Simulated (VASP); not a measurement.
A VASP calculation is set up with these files.

### INCAR
```
! general
SYSTEM =SnTe
PREC   =Accurate
ENCUT  =400
LREAL  =.FALSE.
LASPH  =.TRUE.

! electronic loop
EDIFF  =1E-7
NELM   =100
ALGO   =Normal
LMAXMIX=4

! smearing
ISMEAR =-5

! functional
GGA    =PE
IVDW   =12

! ions
ISIF   =2

! output
LWAVE  =.FALSE.
LCHARG =.TRUE.
LORBIT =11
NEDOS  =601
```

File POSCAR:
```
SnTe
1
    0.0000000000     3.1525167581     3.1525167581
    3.1525167581     0.0000000000     3.1525167581
    3.1525167581     3.1525167581     0.0000000000
Te Sn
1 1
Direct
  0.5000000000   0.5000000000   0.5000000000
  0.0000000000   0.0000000000   0.0000000000
```

KPOINTS:
```
Regular mesh
0
Gamma
 8 8 8
```

POTCAR, in this order: Te Sn_d (PBE.64 set). Program: vasp_std.

Question: Translate this PBE-D3(BJ) calculation to Quantum ESPRESSO's pw.x.

Answer: One equivalent input (not run):
```
&CONTROL
  calculation = 'scf'
  pseudo_dir = './pseudo'
  outdir = './out'
  tprnfor = .true.
  tstress = .true.
/
&SYSTEM
  ibrav = 0
  nat = 2
  ntyp = 2
  ecutwfc = 82.3
  occupations = 'tetrahedra'
  input_dft = 'pbe'
  vdw_corr = 'grimme-d3'
  dftd3_version = 4
  dftd3_threebody = .false.
/
&ELECTRONS
  conv_thr = 7.3e-09
  electron_maxstep = 100
/
ATOMIC_SPECIES
  Te 127.600 Te.upf
  Sn 118.710 Sn.upf
CELL_PARAMETERS angstrom
     0.0000000    3.1525168    3.1525168
     3.1525168    0.0000000    3.1525168
     3.1525168    3.1525168    0.0000000
ATOMIC_POSITIONS crystal
  Te   0.5000000  0.5000000  0.5000000
  Sn   0.0000000  0.0000000  0.0000000
K_POINTS automatic
  8 8 8 0 0 0
```
The two are equivalent in intent, not identical: the potentials are each code's own (VASP's PAW set, PseudoDojo norm-conserving files in pw.x), so ENCUT and ecutwfc are chosen apart and not converted; conv_thr bounds pw.x's estimated SCF error, while EDIFF bounds the energy change between steps.

The structure comes from a measured SnTe entry (Fm-3m) of the Crystallography Open Database, whose conditions weren't checked. It was relaxed first.
